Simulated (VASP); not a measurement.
Here is the system:

```yaml
crystal:
  lattice:
    - [0.00000, 3.23000, 3.23000]
    - [3.23000, 0.00000, 3.23000]
    - [3.23000, 3.23000, 0.00000]
  atoms:
    - { symbol: Hg, position: [0.00000, 0.00000, 0.00000] }
    - { symbol: Te, position: [0.25000, 0.25000, 0.25000] }
```

These are PBE GGA, VASP's PBE PAW potentials (set 64) (plane waves; VASP 6.6.1) values and carry that method's errors. Run with 400 eV cut-off, KSPACING 0.16 per Å, Gaussian smearing of 0.050 eV, potentials Hg Te.

Gaps are read on the run's mesh, which can miss a band edge. Unless said otherwise, spin-orbit coupling is left out, though it shifts the bands of the heavy elements here.

Predict the energy per atom (σ→0), pressure, band gap (on the k-mesh) with the smallest direct gap where there is one.

| Quantity | Result |
|---|---|
| band gap (on the k-mesh) | none (metal, semimetal or under 0.01 eV) |
| energy per atom (σ→0) | -1.791 eV/atom |
| pressure | 3.80 GPa |

The absolute energy has meaning only against runs of the same code, potentials and settings.

The compound is HgTe in the zinc blende structure. The cell was not relaxed at this level. The run is one of a series of settings (KGAMMA = .TRUE., KSPACING = 0.16, KPOINTS file removed against the base run), some of them coarse on purpose.
